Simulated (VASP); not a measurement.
Computed with PBEsol GGA, VASP's PBE PAW potentials (set 64) (plane waves; VASP).

The input files of a VASP run:

**INCAR**
```
SYSTEM = FeP
PREC = Accurate
ENCUT = 400
EDIFF = 1E-7
NELM = 100
ALGO = Normal
LREAL = .FALSE.
LASPH = .TRUE.
ISMEAR = 0
SIGMA = 0.05
GGA = PS
LMAXMIX = 4
ISPIN = 2
MAGMOM = 0.8 0.0
LORBIT = 11
LWAVE = .FALSE.
LCHARG = .FALSE.
ICHARG = 11
```

POSCAR:
```
FeP
5.5003980
  0.5000000071   0.0000000000   0.0000000000
  0.0000000000   0.5000000071   0.0000000000
  0.0000000000   0.0000000000   0.5000000071
Fe P
1 1
direct
  0.0000000000   0.0000000000   0.0000000000
  0.5000000000   0.5000000000   0.5000000000
```

File KPOINTS:
```
k-points along high-symmetry lines
15
Line-mode
Reciprocal
  0.000000   0.000000   0.000000 ! GAMMA
  0.000000   0.500000   0.000000 ! X

  0.000000   0.500000   0.000000 ! X
  0.500000   0.500000   0.000000 ! M

  0.500000   0.500000   0.000000 ! M
  0.000000   0.000000   0.000000 ! GAMMA

  0.000000   0.000000   0.000000 ! GAMMA
  0.500000   0.500000   0.500000 ! R

  0.500000   0.500000   0.500000 ! R
  0.000000   0.500000   0.000000 ! X

  0.500000   0.500000   0.500000 ! R
  0.500000   0.500000   0.000000 ! M
```

POTCAR, in this order: Fe P (PBE.64 set). Program: vasp_std. Read from the step before: CHGCAR.

Output of the run:

OUTCAR:
```
 ion  position               nearest neighbor table
   1  0.000  0.000  0.000-   2 2.38   2 2.38   2 2.38   2 2.38   2 2.38   2 2.38   2 2.38   2 2.38
  LATTYP: Found a simple cubic cell.
 ALAT       =     2.7501990389
 Subroutine PRICEL returns:
 Original cell was already a primitive cell.
 Subroutine GETGRP returns: Found 48 space group operations
The static configuration has the point symmetry O_h .
The dynamic configuration has the point symmetry O_h .
The overall configuration has the point symmetry O_h .
 Subroutine INISYM returns: Found 48 space group operations
   k-points           NKPTS =     90   k-points in BZ     NKDIM =     90   number of bands    NBANDS=     10
   number of dos      NEDOS =    301   number of ions     NIONS =      2
   total plane-waves  NPLWV =   5832
   dimension x,y,z NGX =    18 NGY =   18 NGZ =   18
   dimension x,y,z NGXF=    36 NGYF=   36 NGZF=   36
   ions per type =               1   1
   PREC   = accura    normal or accurate (medium, high low for compatibility)
   ISTART =      0    job   : 0-new  1-cont  2-samecut
   ICHARG =     11    charge: 1-file 2-atom 10-const
   ISPIN  =      2    spin polarized calculation?
   LNONCOLLINEAR =      F non collinear calculations
   LSORBIT =      F    spin-orbit coupling
   INIWAV =      1    electr: 0-lowe 1-rand  2-diag
   ENCUT  =  400.0 eV  29.40 Ry    5.42 a.u.   4.48  4.48  4.48*2*pi/ulx,y,z
...
```

OSZICAR:
```
       N       E                     dE             d eps       ncg     rms          rms(c)
DAV:   1     0.456224550763E+02    0.45622E+02   -0.54081E+03  3688   0.116E+03
DAV:   2    -0.116541321199E+02   -0.57277E+02   -0.53692E+02  3722   0.214E+02
DAV:   3    -0.137521009905E+02   -0.20980E+01   -0.20121E+01  4274   0.481E+01
DAV:   4    -0.138054290100E+02   -0.53328E-01   -0.52976E-01  4408   0.713E+00
DAV:   5    -0.138064580778E+02   -0.10291E-02   -0.10287E-02  4354   0.885E-01
DAV:   6    -0.138064880552E+02   -0.29977E-04   -0.29975E-04  4694   0.139E-01
DAV:   7    -0.138064889123E+02   -0.85712E-06   -0.85694E-06  4476   0.196E-02
DAV:   8    -0.138064889446E+02   -0.32342E-07   -0.33155E-07  3782   0.324E-03
   1 F= -.13806489E+02 E0= -.13806234E+02  d E =-.509744E-03  mag=     0.7505
```

OUTCAR:
```



 magnetization (x)

# of ion       s       p       d       tot
------------------------------------------
    1       -0.003  -0.009   0.851   0.839
    2        0.001  -0.004   0.000  -0.003
--------------------------------------------------
tot         -0.002  -0.013   0.851   0.836
```
(Selected blocks of OUTCAR.)

OUTCAR:
```
 val. band max:       11.4427580137   @ k =   0.5000   0.5000   0.3571

 cond. band min:      11.4964213499   @ k =   0.2857   0.2857   0.2857



 spin component 1

 k-point     1 :       0.0000    0.0000    0.0000
  band No.  band energies     occupation
      1      -5.2460      1.00000
      2       6.8780      1.00000
      3       6.8780      1.00000
      4      10.0031      1.00000
      5      10.0031      1.00000
      6      10.0031      1.00000
      7      11.8027      0.00000
      8      11.8027      0.00000
      9      11.8027      0.00000
     10      18.6537      0.00000

 k-point     2 :       0.0000    0.0357    0.0000
  band No.  band energies     occupation
      1      -5.2221      1.00000
      2       6.8498      1.00000
      3       6.8881      1.00000
      4       9.9411      1.00000
      5       9.9411      1.00000
      6      10.0056      1.00000
      7      11.6954      0.00000
      8      11.8834      0.00000
      9      11.8834      0.00000
     10      18.6560      0.00000

 k-point     3 :       0.0000    0.0714    0.0000
  band No.  band energies     occupation
      1      -5.1507      1.00000
      2       6.7574      1.00000
      3       6.9175      1.00000
      4       9.7816      1.00000
      5       9.7816      1.00000
      6      10.0129      1.00000
      7      11.4172      0.96347
      8      12.0987      0.00000
      9      12.0987      0.00000
     10      18.5979      0.00000

 k-point     4 :       0.0000    0.1071    0.0000
  band No.  band energies     occupation
      1      -5.0323      1.00000
      2       6.5820      1.00000
      3       6.9656      1.00000
      4       9.5714      1.00000
      5       9.5714      1.00000
      6      10.0248      1.00000
      7      11.0662      1.00000
      8      12.4023      0.00000
      9      12.4023      0.00000
     10      18.5268      0.00000

...
```

The density is held fixed in this step, so its total energy and stress have no physical meaning.

The structure was generated: FeP was put into the CsCl type type (Pm-3m), which need not be its known phase. It was relaxed first, which changed the volume by -31 %.
